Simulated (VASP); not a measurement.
Input for VASP

File KPOINTS:
```
Automatic mesh
0
Gamma
5 5 1
0 0 0
```

### INCAR
```
# general
SYSTEM  = TiTe2
PREC    = Accurate
ENCUT   = 300
LREAL   = .FALSE.
LASPH   = .TRUE.

# electronic loop
EDIFF   = 1E-6
NELM    = 100
ALGO    = Normal
LMAXMIX = 4

# smearing
ISMEAR  = 0
SIGMA   = 0.2

# functional
GGA     = PE

# ions
ISIF    = 2

# output
LWAVE   = .FALSE.
LCHARG  = .FALSE.
```

**POSCAR**
```
TiTe2
1
    3.8438700000     0.0000000000     0.0000000000
   -1.9219360000     3.3288890000     0.0000000000
    0.0000000000     0.0000000000    17.1706300000
Ti Te
1 2
Direct
  0.0000000000   0.0000000000   0.5000000000
  0.3333330000   0.6666670000   0.5923270000
  0.6666670000   0.3333330000   0.4076730000
```

POTCAR, in this order: Ti_sv Te (PBE.64 set). Program: vasp_std.

### Question
Write an equivalent input for Quantum ESPRESSO's pw.x.

### Answer
One equivalent input (not run):
```
&CONTROL
  calculation = 'scf'
  pseudo_dir = './pseudo'
  outdir = './out'
  tprnfor = .true.
  tstress = .true.
/
&SYSTEM
  ibrav = 0
  nat = 3
  ntyp = 2
  ecutwfc = 84
  occupations = 'smearing'
  smearing = 'gaussian'
  degauss = 0.0147
  input_dft = 'pbe'
/
&ELECTRONS
  conv_thr = 7.3e-08
  electron_maxstep = 100
/
ATOMIC_SPECIES
  Ti 47.867 Ti.upf
  Te 127.600 Te.upf
CELL_PARAMETERS angstrom
     3.8438700    0.0000000    0.0000000
    -1.9219360    3.3288890    0.0000000
     0.0000000    0.0000000   17.1706300
ATOMIC_POSITIONS crystal
  Ti   0.0000000  0.0000000  0.5000000
  Te   0.3333330  0.6666670  0.5923270
  Te   0.6666670  0.3333330  0.4076730
K_POINTS automatic
  5 5 1 0 0 0
```
Limits of the translation: the potentials are each code's own (VASP's PAW set, PseudoDojo norm-conserving files in pw.x), so ENCUT and ecutwfc are chosen apart and not converted; conv_thr bounds pw.x's estimated SCF error, while EDIFF bounds the energy change between steps.

The cell is a sheet with vacuum, built from a generated structure.
